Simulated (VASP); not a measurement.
Consider the following.

```xyz
3
Lattice="0.0000 2.7336 2.7336 2.7336 0.0000 2.7336 2.7336 2.7336 0.0000" Properties=species:S:1:pos:R:3 pbc="T T T"
Co     0.0000     0.0000     0.0000
Si     1.3668     1.3668     1.3668
Si     4.1004     4.1004     4.1004
```

All values below come from PBE GGA, VASP's PBE PAW potentials (set 64) (plane waves; VASP). Run with 400 eV cut-off, 2×2×2 Γ-centred mesh, first-order Methfessel-Paxton smearing of 0.10 eV, potentials Co Si.

**Question.** Give the stress tensor in GPa (positive for a compressed cell).

**Answer.** 
```
-13.31    0.00    0.00
  0.00  -13.31    0.00
  0.00    0.00  -13.31
```
The pressure is its mean diagonal, -13.31 GPa.

The compound is CoSi2 in the fluorite structure. The cell was not relaxed at this level. The k-mesh is coarse (spacing up to 1.00 per Å, 2π included), so the numbers may not be converged in it. The run is one of a series of settings (KPOINTS 2×2×2 Γ-centred mesh against the base run), some of them coarse on purpose. The run is not spin-polarised, so no magnetic state was tried. The electron count is odd and the run is not spin-polarised, which forces a metal.
